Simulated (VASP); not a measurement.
Consider the following.

```
TaP
1.0
    3.32226     0.00000     0.00000
   -1.66113     2.87716     0.00000
    0.00000     0.00000     7.78778
Ta P
2 2
Direct
  0.33333   0.66667   0.03320
  0.66667   0.33333   0.53320
  0.33333   0.66667   0.34180
  0.66667   0.33333   0.84180
```

Method: PBEsol GGA, VASP's PBE PAW potentials (set 64) (plane waves; VASP). Run with 400 eV cut-off, 12×12×5 Γ-centred mesh, tetrahedra with Blöchl corrections, potentials Ta_pv P.

Unless said otherwise, spin-orbit coupling is left out, though it shifts the bands of the heavy elements here.

Task: Tabulate the total density of states (states/eV per cell) against energy (eV; zero at the valence-band maximum or, without a gap, the Fermi level).

Result: 
(E (eV), DOS (states/eV)): (-9.95, 3.27); (-9.75, 2.35); (-9.65, 0.12); (-9.46, 0.00); (-9.26, 0.00); (-9.07, 0.00); (-8.97, 0.00); (-8.77, 0.00); (-8.58, 0.00); (-8.38, 0.00); (-8.28, 0.00); (-8.09, 0.00); (-7.89, 0.00); (-7.70, 0.00); (-7.60, 0.00); (-7.41, 0.00); (-7.21, 0.00); (-7.11, 0.00); (-6.92, 0.00); (-6.72, 0.00); (-6.53, 0.02); (-6.43, 0.09); (-6.23, 0.18); (-6.04, 0.26); (-5.84, 0.38); (-5.74, 0.46); (-5.55, 1.52); (-5.35, 3.13); (-5.16, 4.10); (-5.06, 4.69); (-4.86, 4.48); (-4.67, 2.20); (-4.57, 1.88); (-4.38, 0.61); (-4.18, 0.99); (-3.98, 2.20); (-3.89, 2.75); (-3.69, 4.13); (-3.50, 3.10); (-3.30, 4.37); (-3.20, 2.22); (-3.01, 1.30); (-2.81, 1.95); (-2.62, 3.04); (-2.52, 3.66); (-2.32, 3.50); (-2.13, 3.39); (-1.93, 3.20); (-1.83, 3.26); (-1.64, 2.23); (-1.44, 1.94); (-1.35, 1.87); (-1.15, 6.04); (-0.96, 5.08); (-0.76, 4.76); (-0.66, 3.72); (-0.47, 1.39); (-0.27, 1.10); (-0.08, 0.60); (0.02, 1.95); (0.22, 4.31); (0.41, 4.07); (0.61, 3.13); (0.70, 3.34); (0.90, 2.25); (1.10, 2.86); (1.19, 3.21); (1.39, 2.60); (1.58, 1.89); (1.78, 1.59); (1.88, 1.88); (2.07, 2.33); (2.27, 1.97); (2.46, 1.65); (2.56, 1.63); (2.76, 1.18); (2.95, 1.73); (3.15, 1.15); (3.25, 1.07); (3.44, 0.36)
Within 2 eV below the Fermi level the largest weight inside VASP's projection spheres is Ta d, then P p.

The structure was generated: TaP was put into the wurtzite type (P6_3mc), which need not be its known phase. It was relaxed first, which changed the volume by -43 %.
